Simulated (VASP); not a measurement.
Set up this calculation in VASP 6.6.1, as the native input.

```yaml
Task: single point
Functional: PBE
Potentials_or_basis: VASP PAW PBE potentials, release 64 (Ga_d, P)
Cutoff: 520 eV
k_mesh: 4 × 4 × 1
Occupations: fermi-dirac, width 0.1 eV
Spin: no spin polarisation
Dipole_correction: yes
Further_INCAR_settings: ALGO = Normal; EDIFF = 1e-06; NBANDS = 26
```

The structure of GaP lies in POSCAR:

```
GaP
1.0
    3.8540860000      0.0000000000      0.0000000000
    0.0000000000      3.8540860000      0.0000000000
    0.0000000000      0.0000000000     19.0878755188
Ga P
2 2
Direct
    0.0000000000      0.0000000000      0.3929195783
    0.5000000000      0.5000000000      0.5356934739
    0.0000000000      0.5000000000      0.4643065261
    0.5000000000      0.0000000000      0.6070804217
```

These files were run (other wordings do the same):

INCAR

```
SYSTEM = GaP
ALGO = Normal
DIPOL = 0.5 0.5 0.500
EDIFF = 1E-6
ENCUT = 520
GGA = PE
IDIPOL = 3
ISIF = 2
ISMEAR = -1
LASPH = .TRUE.
LCHARG = .FALSE.
LDIPOL = .TRUE.
LREAL = .FALSE.
LWAVE = .FALSE.
NBANDS = 26
NELM = 100
PREC = Accurate
SIGMA = 0.1
```

KPOINTS

```
k-points
0
G
  4 4 1
  0 0 0
```

Potentials or basis: VASP PAW PBE potentials, release 64 (Ga_d, P).

Command:

```bash
$ cat potpaw_PBE.64/Ga_d/POTCAR potpaw_PBE.64/P/POTCAR > POTCAR
$ mpirun -np 1 vasp_std > vasp.out
```

Results of the run:

| Quantity | Value |
| --- | --- |
| Largest force | 1.051 eV/Å |
| Band gap on the k mesh | none (metal or under the smearing width) |

Caveat: the k mesh is coarse (spacing up to 0.41 Å⁻¹), so the values aren't converged.

It took 80 s on 1 thread of Intel(R) Xeon(R) Platinum 8488C (Sapphire Rapids), with other jobs on the host, peak memory 0.37 GiB.
